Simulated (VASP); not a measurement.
These are PBEsol GGA, VASP's PBE PAW potentials (set 64) (plane waves; VASP 6.6.1) values and carry that method's errors.

The input files of a VASP run:

**INCAR**
```
# general
SYSTEM  = CdSe
PREC    = Accurate
ENCUT   = 400
LREAL   = F
LASPH   = T

# electronic loop
EDIFF   = 1E-6
NELM    = 100
ALGO    = Normal
LMAXMIX = 4

# smearing
ISMEAR  = 0
SIGMA   = 0.05

# functional
GGA     = PS

# ions
IBRION  = 2
NSW     = 60
ISIF    = 3
EDIFFG  = -0.02

# output
LWAVE   = F
LCHARG  = F
```

**KPOINTS**
```
Automatic mesh
0
Gamma
6 6 3
0 0 0
```

**POSCAR**
```
CdSe
1
    2.1553849759    -3.7332360500    -0.0000000000
    2.1553849759     3.7332360500     0.0000000000
    0.0000000000     0.0000000000     7.0116428145
Cd Se
2 2
Direct
  0.6666670000   0.3333330000   0.5001196253
  0.3333330000   0.6666670000   0.0001196253
  0.6666670000   0.3333330000   0.8758803747
  0.3333330000   0.6666670000   0.3758803747
```

POTCAR, in this order: Cd Se (PBE.64 set). Program: vasp_std.

Output

File OUTCAR:
```
 ion  position               nearest neighbor table
   1  0.667  0.333  0.500-   3 2.63   4 2.64   4 2.64   4 2.64
   2  0.333  0.667  0.000-   4 2.63   3 2.64   3 2.64   3 2.64
   3  0.667  0.333  0.876-   1 2.63   2 2.64   2 2.64   2 2.64
   4  0.333  0.667  0.376-   2 2.63   1 2.64   1 2.64   1 2.64
  LATTYP: Found a hexagonal cell.
 ALAT       =     4.3107697456
 C/A-ratio  =     1.6265407870
 Subroutine PRICEL returns:
 Original cell was already a primitive cell.
 Subroutine GETGRP returns: Found 12 space group operations
The static configuration has the point symmetry C_3v.
 The point group associated with its full space group is C_6v.
The dynamic configuration has the point symmetry C_3v.
 Subroutine INISYM returns: Found 12 space group operations
 Subroutine IBZKPT returns following result:
 Found     14 irreducible k-points:

 Following reciprocal coordinates:
            Coordinates               Weight
  0.000000  0.000000  0.000000      1.000000
  0.166667  0.000000  0.000000      6.000000
  0.333333  0.000000  0.000000      6.000000
  0.500000  0.000000  0.000000      3.000000
  0.166667  0.166667  0.000000      6.000000
  0.333333  0.166667  0.000000     12.000000
  0.333333  0.333333  0.000000      2.000000
  0.000000  0.000000  0.333333      2.000000
  0.166667  0.000000  0.333333     12.000000
  0.333333  0.000000  0.333333     12.000000
  0.500000  0.000000  0.333333      6.000000
  0.166667  0.166667  0.333333     12.000000
  0.333333  0.166667  0.333333     24.000000
  0.333333  0.333333  0.333333      4.000000
   k-points           NKPTS =     14   k-points in BZ     NKDIM =     14   number of bands    NBANDS=     22
   number of dos      NEDOS =    301   number of ions     NIONS =      4
   total plane-waves  NPLWV =  37632
   dimension x,y,z NGX =    28 NGY =   28 NGZ =   48
   dimension x,y,z NGXF=    56 NGYF=   56 NGZF=   96
   ions per type =               2   2
   PREC   = accura    normal or accurate (medium, high low for compatibility)
   ISTART =      0    job   : 0-new  1-cont  2-samecut
   ICHARG =      2    charge: 1-file 2-atom 10-const
   ISPIN  =      1    spin polarized calculation?
   LNONCOLLINEAR =      F non collinear calculations
   LSORBIT =      F    spin-orbit coupling
   INIWAV =      1    electr: 0-lowe 1-rand  2-diag
   ENCUT  =  400.0 eV  29.40 Ry    5.42 a.u.   7.03  7.03 11.43*2*pi/ulx,y,z
   NELM   =    100;   NELMIN=  2; NELMDL= -5     # of ELM steps
   EDIFF  = 0.1E-05   stopping-criterion for ELM
   LREAL  =      F    real-space projection
   NLSPLINE    = F    spline interpolate recip. space projectors
   LMAXMIX     =    4 max onsite mixed and CHGCAR
   VOSKOWN=      0    Vosko Wilk Nusair interpolation
   EDIFFG = -.2E-01   stopping-criterion for IOM
   NSW    =     60    number of steps for IOM
   NBLOCK =      1;   KBLOCK =     60    inner block; outer block
   IBRION =      2    ionic relax: 0-MD 1-quasi-New 2-CG
   NFREE  =      1    steps in history (QN), initial steepest desc. (CG)
   ISIF   =      3    stress and relaxation
   ISYM   =      2    0-nonsym 1-usesym 2-fastsym
   TEIN   =    0.0    initial temperature
   TEBEG  =    0.0;   TEEND  =   0.0 temperature during run
   SMASS  =  -3.00    Nose mass-parameter (am)
   PSTRESS=    0.0 pullay stress
   NELECT =      36.0000    total number of electrons
   EFERMI =   0.00;   METHOD = LEGACY
   ISMEAR =     0;   SIGMA  =   0.05  broadening in eV -4-tet -1-fermi 0-gaus
   IALGO  =     38    algorithm
   LDIAG  =      T    sub-space diagonalisation (order eigenvalues)
   IMIX   =      4    mixing-type and parameters
     AMIX     =   0.40;   BMIX     =  1.00
     AMIX_MAG =   1.60;   BMIX_MAG =  1.00
     AMIN     =   0.10
   GGA     = PS    functional components
...
```

**OSZICAR**
```
       N       E                     dE             d eps       ncg     rms          rms(c)
DAV:   1     0.213631214935E+03    0.21363E+03   -0.15119E+04   624   0.120E+03
DAV:   2    -0.200578834449E+01   -0.21564E+03   -0.21109E+03   694   0.319E+02
DAV:   3    -0.130174302361E+02   -0.11012E+02   -0.10980E+02   724   0.739E+01
DAV:   4    -0.131050595999E+02   -0.87629E-01   -0.87610E-01   700   0.641E+00
DAV:   5    -0.131057876334E+02   -0.72803E-03   -0.72802E-03   742   0.538E-01    0.882E+00
DAV:   6    -0.123832352116E+02    0.72255E+00   -0.17242E+00   786   0.142E+01    0.692E+00
DAV:   7    -0.123461408410E+02    0.37094E-01   -0.56221E-01   688   0.430E+00    0.282E+00
DAV:   8    -0.123416291278E+02    0.45117E-02   -0.69745E-02   652   0.304E+00    0.385E-01
DAV:   9    -0.123409754109E+02    0.65372E-03   -0.10054E-02   724   0.133E+00    0.130E-01
DAV:  10    -0.123409875996E+02   -0.12189E-04   -0.90179E-04   682   0.369E-01    0.684E-02
DAV:  11    -0.123410564281E+02   -0.68828E-04   -0.18789E-04   694   0.101E-01    0.210E-02
DAV:  12    -0.123410426032E+02    0.13825E-04   -0.84227E-05   790   0.995E-02    0.829E-03
DAV:  13    -0.123410445908E+02   -0.19876E-05   -0.10008E-05   676   0.231E-02    0.594E-03
DAV:  14    -0.123410443684E+02    0.22246E-06   -0.96568E-07   500   0.644E-03
   1 F= -.12341044E+02 E0= -.12341044E+02  d E =-.123410E+02
       N       E                     dE             d eps       ncg     rms          rms(c)
DAV:   1    -0.123489095333E+02   -0.78649E-02   -0.22282E-01   628   0.457E+00    0.623E-01
DAV:   2    -0.123423912271E+02    0.65183E-02   -0.19546E-02   682   0.174E+00    0.220E-01
DAV:   3    -0.123415646969E+02    0.82653E-03   -0.19950E-03   688   0.371E-01    0.181E-01
DAV:   4    -0.123414029891E+02    0.16171E-03   -0.30603E-04   664   0.134E-01    0.267E-02
DAV:   5    -0.123413953086E+02    0.76806E-05   -0.78648E-05   724   0.106E-01    0.171E-02
DAV:   6    -0.123413960671E+02   -0.75856E-06   -0.92013E-06   664   0.303E-02
   2 F= -.12341396E+02 E0= -.12341396E+02  d E =-.351699E-03
```

File OUTCAR:
```
------------------------ aborting loop because EDIFF is reached ----------------------------------------
  FORCE on cell =-STRESS in cart. coord.  units (eV):
  Direction    XX          YY          ZZ          XY          YZ          ZX
  --------------------------------------------------------------------------------------
  Total        0.0571981      0.0571981      0.0524469      0.0000000      0.0000000      0.0000000
  in kB        0.8157260      0.8157259      0.7479679      0.0000000      0.0000000      0.0000000
  external PRESSURE =       0.7931399 kB  Pullay stress =       0.0000000 kB
  volume of cell :      112.34
      direct lattice vectors                 reciprocal lattice vectors
     2.150441357 -3.724673453 -0.000000000     0.232510409 -0.134239956 -0.000000000
     2.150441357  3.724673453 -0.000000000     0.232510409  0.134239956  0.000000000
     0.000000000 -0.000000000  7.012970133     0.000000000  0.000000000  0.142592936
  FREE ENERGIE OF THE ION-ELECTRON SYSTEM (eV)
  ---------------------------------------------------
  free  energy   TOTEN  =       -12.3413960671 eV

  energy  without entropy=      -12.3413960671  energy(sigma->0) =      -12.34139607

 reached required accuracy - stopping structural energy minimisation
```
(Selected blocks of OUTCAR.)

File CONTCAR:
```
CdSe
   1.00000000000000
     2.1504413572991270   -3.7246734530485752   -0.0000000000000000
     2.1504413572991270    3.7246734530485752   -0.0000000000000000
     0.0000000000000000   -0.0000000000000000    7.0129701332646492
  Cd              Se
     2     2
Direct
     0.6666669999999968    0.3333330000000032    0.4999720194424622
     0.3333330000000032    0.6666669999999968    0.9999720194424622
     0.6666669999999968    0.3333330000000032    0.8760279805575426
     0.3333330000000032    0.6666669999999968    0.3760279805575426
```

### OUTCAR
```
 val. band max:        0.8315925225   @ k =   0.0000   0.0000   0.0000

 cond. band min:       1.3742922432   @ k =   0.0000   0.0000   0.0000


 Fermi energy:         1.1063632758

 k-point     1 :       0.0000    0.0000    0.0000
  band No.  band energies     occupation
      1     -11.8074      2.00000
      2     -11.4201      2.00000
      3      -7.0796      2.00000
      4      -7.0745      2.00000
      5      -7.0744      2.00000
      6      -7.0056      2.00000
      7      -7.0056      2.00000
      8      -6.7358      2.00000
      9      -6.7358      2.00000
     10      -6.6715      2.00000
     11      -6.6715      2.00000
     12      -6.4024      2.00000
     13      -3.6211      2.00000
     14       0.0528      2.00000
     15       0.0529      2.00000
     16       0.7844      2.00000
     17       0.8316      2.00000
     18       0.8316      2.00000
     19       1.3743      0.00000
     20       2.9211      0.00000
     21       6.6039      0.00000
     22       6.6039      0.00000

 k-point     2 :       0.1667    0.0000    0.0000
  band No.  band energies     occupation
      1     -11.7229      2.00000
      2     -11.3823      2.00000
      3      -7.0543      2.00000
      4      -7.0452      2.00000
      5      -7.0112      2.00000
      6      -6.9668      2.00000
      7      -6.9645      2.00000
      8      -6.7515      2.00000
      9      -6.7351      2.00000
     10      -6.6974      2.00000
     11      -6.6659      2.00000
     12      -6.3534      2.00000
     13      -3.4550      2.00000
     14      -1.0155      2.00000
     15      -0.6159      2.00000
     16      -0.2739      2.00000
     17       0.5725      2.00000
     18       0.6339      2.00000
     19       2.7376      0.00000
     20       3.8963      0.00000
     21       5.9699      0.00000
     22       6.9772      0.00000

 k-point     3 :       0.3333    0.0000    0.0000
  band No.  band energies     occupation
      1     -11.5384      2.00000
...
```

The compound is CdSe in the wurtzite structure. This run relaxes it. Symmetry was kept, so distortions that lower it aren't found. The start is the result of an earlier pass.
